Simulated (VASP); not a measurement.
These are PBE GGA, VASP's PBE PAW potentials (set 64) (plane waves; VASP) values and carry that method's errors.

VASP input:

**POSCAR**
```
Mg31NO31
1
    8.4869590160     0.0000000000     0.0000000000
    0.0000000000     8.4869590160     0.0000000000
    0.0000000000     0.0000000000     8.4869590160
Mg O N
31 31 1
Direct
  0.5003024541   0.9995904030   0.9982687519
  0.7447094781   0.2552143619   0.0003100647
  0.7508281392   0.9996009724   0.2490053159
  0.0002984634   0.9995893157   0.9988447228
  0.2558617915   0.2551545679   0.0002301408
  0.7446517607   0.7439633014   0.0002451941
  0.2497787874   0.9995776115   0.2489561126
  0.5002736556   0.2407100246   0.2447311685
  0.7591829819   0.4995796677   0.2447997557
  0.5003212158   0.9996067353   0.5017950487
  0.7495662900   0.2503434105   0.5006750692
  0.7494450035   0.9996154181   0.7515208926
  0.0003197214   0.4996083919   0.9982513981
  0.2559084440   0.7439508151   0.0002312110
  0.0003591164   0.2491195832   0.2489907715
  0.2414094926   0.4996066393   0.2447584234
  0.5002777736   0.7584677719   0.2447741324
  0.0003399155   0.9996347108   0.5015343973
  0.2510005889   0.2502795033   0.5006674652
  0.5002536284   0.4996585832   0.5074564250
  0.7495878861   0.7489447508   0.5007242077
  0.2510973002   0.9995870010   0.7515006618
  0.5002709677   0.2579208735   0.7582208283
  0.7419281927   0.4995807192   0.7581887791
  0.0002908058   0.7501196859   0.2489591198
  0.0002876987   0.4996145506   0.5017746382
  0.2509200421   0.7489735837   0.5007106700
  0.0002701558   0.2504619079   0.7514728472
  0.2585543625   0.4995445072   0.7581239257
  0.5002831123   0.7412861212   0.7581722239
  0.0002478536   0.7487634985   0.7514860388
  0.7499518847   0.2499711536   0.2501514026
  0.0003084877   0.4996267442   0.2529705839
  0.0002920501   0.2496826985   0.4998584371
  0.2506541152   0.2499302377   0.2501434590
  0.7499313633   0.7492925197   0.2501587537
  0.0003027769   0.9996114796   0.2511524775
  0.5003060021   0.2509126642   0.4955541414
  0.7489844401   0.4996324459   0.4955809465
  0.0002640028   0.7495783305   0.4998565898
  0.7493393876   0.2505550431   0.7501433904
  0.0002622410   0.4996124961   0.7480125565
  0.0003332064   0.2482482535   0.0006169191
  0.2506238044   0.7492778575   0.2501350009
  0.5003114892   0.9995951092   0.2529833850
  0.2515348302   0.4996234801   0.4955629020
  0.5002780984   0.7483630313   0.4955626568
  0.7502330027   0.9996348132   0.4998770371
  0.2511964802   0.2505106633   0.7501055631
  0.5002464571   0.4996029898   0.7380060188
  0.7493201521   0.7487049699   0.7501686461
  0.0002655210   0.9996284104   0.7492315799
  0.5002496577   0.2360068366   0.0022890252
  0.7638748996   0.4995808593   0.0022793187
  0.0002687553   0.7510272860   0.0006000778
  0.2503601888   0.9996180371   0.4998598461
  0.2511781978   0.7486786145   0.7501178264
  0.5002870703   0.9996248814   0.7480241759
  0.2367402902   0.4996158187   0.0022512783
  0.5002706640   0.7631860495   0.0022712471
  0.7517294000   0.9996545208   0.0006497519
  0.2488532602   0.9995638441   0.0006126844
  0.5002807435   0.4995898727   0.2429659195
```

### KPOINTS
```
kpoints
0
Gamma
1 1 1
0 0 0
```

### INCAR
```
MAGMOM=63*0.0476
ALGO=Fast   # Davidson, then RMM-DIIS
ENCUT=400   # plane-wave cut-off (eV)
SYSTEM=Mg31NO31
ISYM=0
LCHARG=.False.
LASPH=.True.   # aspherical one-centre terms
ISMEAR=0   # Gaussian
LHYPERFINE=.True.
ISPIN=2
SIGMA=0.05
LREAL=Auto
PREC=Normal
EDIFF=1E-6
LWAVE=.False.
NELMIN=4
NUPDOWN=3
GGA=PE   # PBE
LORBIT=11   # lm-projected
NELM=100   # most electronic steps
```

POTCAR, in this order: Mg O N (PBE.64 set). Program: vasp_gam. Read from the step before: WAVECAR.

What VASP printed:

OSZICAR:
```
       N       E                     dE             d eps       ncg     rms          rms(c)
DAV:   1    -0.370271510398E+03   -0.37027E+03   -0.25388E-04   720   0.386E-02    0.528E-02
RMM:   2    -0.370271548799E+03   -0.38401E-04   -0.22333E-04   734   0.238E-02    0.115E-01
RMM:   3    -0.370271482226E+03    0.66573E-04   -0.77116E-05   637   0.149E-02    0.166E-02
RMM:   4    -0.370271482053E+03    0.17304E-06   -0.19387E-05   642   0.745E-03    0.480E-03
RMM:   5    -0.370271482011E+03    0.42031E-07   -0.30737E-06   537   0.328E-03
   1 F= -.37027148E+03 E0= -.37027148E+03  d E =-.935202E-06  mag=     3.0000
```

**OUTCAR**
```
------------------------ aborting loop because EDIFF is reached ----------------------------------------
  FORCE on cell =-STRESS in cart. coord.  units (eV):
  Direction    XX          YY          ZZ          XY          YZ          ZX
  --------------------------------------------------------------------------------------
  Total      -13.8559833    -13.8600904    -17.7649663     -0.0021438      0.0027082      0.0023192
  in kB      -36.3154657    -36.3262301    -46.5606094     -0.0056189      0.0070981      0.0060783
  external PRESSURE =     -39.7341018 kB  Pullay stress =       0.0000000 kB
  volume of cell :      611.30
      direct lattice vectors                 reciprocal lattice vectors
     8.486959016  0.000000000  0.000000000     0.117827834  0.000000000  0.000000000
     0.000000000  8.486959016  0.000000000     0.000000000  0.117827834  0.000000000
     0.000000000  0.000000000  8.486959016     0.000000000  0.000000000  0.117827834
 POSITION                                       TOTAL-FORCE (eV/Angst)
 -----------------------------------------------------------------------------------
      4.24605      8.48348      8.47227         0.001440     -0.000824      0.004832
      6.32032      2.16599      0.00263         0.000986     -0.002543     -0.005431
      6.37225      8.48357      2.11330         0.000956     -0.000645      0.002371
      0.00253      8.48347      8.47715        -0.001003     -0.001126      0.008195
      2.17149      2.16549      0.00195        -0.000768      0.000450     -0.001982
      6.31983      6.31399      0.00208         0.004676      0.003473      0.001161
      2.11986      8.48337      2.11288        -0.002626      0.000120      0.002484
      4.24580      2.04290      2.07702         0.001375      0.001200      0.003663
      6.44315      4.23991      2.07761        -0.001162      0.003708     -0.001913
      4.24621      8.48362      4.25871         0.000369      0.000280     -0.000702
      6.36154      2.12465      4.24921         0.001152     -0.003070      0.005709
      6.36051      8.48370      6.37813        -0.001488      0.002020      0.000813
      0.00271      4.24016      8.47212        -0.001135     -0.000646      0.004524
      2.17188      6.31388      0.00196        -0.003423      0.003019      0.000702
      0.00305      2.11427      2.11317        -0.002620     -0.003973      0.002198
      2.04883      4.24014      2.07725         0.000257      0.000787     -0.000668
      4.24584      6.43708      2.07739         0.001342      0.004462     -0.000934
      0.00288      8.48386      4.25650        -0.003281     -0.002275     -0.000928
      2.13023      2.12411      4.24914        -0.000537     -0.000128      0.004012
      4.24563      4.24058      4.30676         0.000220     -0.001751     -0.004022
      6.36172      6.35626      4.24963         0.002242      0.001362     -0.000028
      2.13105      8.48345      6.37796         0.002971     -0.001698      0.002795
      4.24578      2.18896      6.43499         0.004732     -0.001375     -0.006896
      6.29671      4.23992      6.43472         0.002910     -0.003012     -0.004518
      0.00247      6.36624      2.11291        -0.000805      0.004953      0.001940
      0.00244      4.24021      4.25854         0.000035     -0.000499      0.000955
      2.12955      6.35651      4.24951         0.000703     -0.000968      0.000312
      0.00229      2.12566      6.37772        -0.000309      0.000204      0.002784
      2.19434      4.23961      6.43417        -0.001254      0.000905     -0.002107
      4.24588      6.29126      6.43458        -0.000275      0.004105     -0.003570
      0.00210      6.35473      6.37783         0.001601     -0.001130      0.004318
      6.36481      2.12149      2.12302        -0.001756      0.002623     -0.003295
      0.00262      4.24031      2.14695        -0.000985     -0.001151      0.002461
      0.00248      2.11905      4.24228         0.001310      0.003319     -0.000743
      2.12729      2.12115      2.12296        -0.000298      0.004306     -0.003452
      6.36464      6.35921      2.12309        -0.001750     -0.005409     -0.004224
      0.00257      8.48366      2.13152        -0.000216      0.001535     -0.001224
      4.24608      2.12949      4.20575        -0.002582     -0.003558     -0.000547
      6.35660      4.24036      4.20598         0.005451      0.000396     -0.000640
      0.00224      6.36164      4.24226         0.001426     -0.003883      0.000974
      6.35961      2.12645      6.36644        -0.000648      0.000876      0.003713
      0.00223      4.24019      6.34835         0.000472      0.000755     -0.005217
      0.00283      2.10687      0.00524        -0.000989     -0.009200      0.005663
      2.12703      6.35909      2.12289         0.001408     -0.003482     -0.002129
      4.24612      8.48352      2.14706        -0.001598      0.000958      0.001147
      2.13477      4.24028      4.20582        -0.005294     -0.000386     -0.000709
      4.24584      6.35133      4.20582        -0.001003      0.004283      0.000935
      6.36720      8.48386      4.24244        -0.002037     -0.002133      0.000232
      2.13189      2.12607      6.36612         0.001006      0.002158      0.004424
      4.24557      4.24011      6.26343        -0.000075      0.001732     -0.006869
      6.35945      6.35423      6.36665        -0.000018     -0.003218      0.001051
      0.00225      8.48381      6.35870         0.001828     -0.002004      0.006368
      4.24560      2.00298      0.01943         0.001956      0.001769     -0.005072
      6.48297      4.23992      0.01934        -0.001497      0.002154     -0.002854
      0.00228      6.37394      0.00509        -0.000184      0.005392      0.006474
      2.12480      8.48372      4.24229         0.001542     -0.001601      0.000203
      2.13174      6.35400      6.36622         0.001888     -0.001009      0.002851
      4.24592      8.48378      6.34845        -0.001228     -0.000315     -0.003853
      2.00921      4.24022      0.01911        -0.001791     -0.002070     -0.004326
      4.24578      6.47713      0.01928         0.000931     -0.000739     -0.005265
      6.37990      8.48403      0.00551         0.003635     -0.002134      0.003707
      2.11201      8.48326      0.00520        -0.005751      0.002857      0.005430
      4.24586      4.24000      2.06204        -0.000434      0.001795     -0.015280
 -----------------------------------------------------------------------------------
    total drift:                                0.029707     -0.027058     -0.013786
  FREE ENERGIE OF THE ION-ELECTRON SYSTEM (eV)
  ---------------------------------------------------
  free  energy   TOTEN  =      -370.2714820111 eV

  energy  without entropy=     -370.2714810759  energy(sigma->0) =     -370.27148154

 total charge

# of ion       s       p       d       tot
------------------------------------------
    1        0.156   0.188   0.085   0.428
    2        0.143   0.171   0.074   0.388
    3        0.144   0.172   0.075   0.391
    4        0.145   0.174   0.076   0.394
    5        0.143   0.171   0.074   0.388
    6        0.143   0.171   0.074   0.388
    7        0.144   0.172   0.075   0.391
    8        0.150   0.180   0.078   0.408
    9        0.150   0.180   0.078   0.408
   10        0.145   0.173   0.075   0.393
   11        0.143   0.172   0.074   0.389
   12        0.143   0.171   0.074   0.387
   13        0.156   0.188   0.085   0.428
   14        0.143   0.171   0.074   0.388
   15        0.144   0.172   0.075   0.391
   16        0.150   0.180   0.078   0.408
   17        0.150   0.180   0.078   0.408
   18        0.144   0.173   0.075   0.393
   19        0.143   0.172   0.074   0.389
   20        0.156   0.187   0.082   0.425
   21        0.143   0.172   0.074   0.389
...
```
(Selected blocks of OUTCAR.)

At this cut-off the stress carries a Pulay error, which pulls relaxed volumes low.  The supercell is sampled at Γ alone, which is coarse: total energies, pressure and levels can be off, energies of defects by several tenths of an eV.

The cell is a supercell with a defect, built from MgO (rock salt): N_O-vac_Mg.
